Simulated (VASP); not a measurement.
Given:

```xyz
4
Lattice="2.7371 0.0000 0.0000 -1.3686 2.3704 0.0000 0.0000 0.0000 22.7103" Properties=species:S:1:pos:R:3 pbc="T T T"
Re     0.0000     1.5803     8.0000
Re     1.3686     0.7901    10.2367
Re     0.0000     1.5803    12.4735
Re     1.3686     0.7901    14.7103
```

Computed with PBEsol GGA, VASP's PBE PAW potentials (set 64) (plane waves; VASP). Run with 300 eV cut-off, 9×9×1 Γ-centred mesh, Fermi-Dirac smearing of 0.050 eV, potentials Re.

At this cut-off the stress carries a Pulay error, which pulls relaxed volumes low. The cell holds a wide vacuum, so values per volume refer to the whole cell.

Give the force on each atom (eV/Å).

| atom | Fx | Fy | Fz |
|---|---|---|---|
| Re1 | 0.000 | 0.000 | 1.345 |
| Re2 | 0.000 | 0.000 | -1.452 |
| Re3 | 0.000 | 0.000 | 1.452 |
| Re4 | 0.000 | 0.000 | -1.345 |

Give the stress tensor in GPa (positive for a compressed cell).

```
-5.06   0.00   0.00
 0.00  -5.06   0.00
 0.00   0.00  -6.80
```
The pressure is its mean diagonal, -5.64 GPa.

The cell is a sheet with vacuum, built from a database entry that may be metastable or hypothetical.
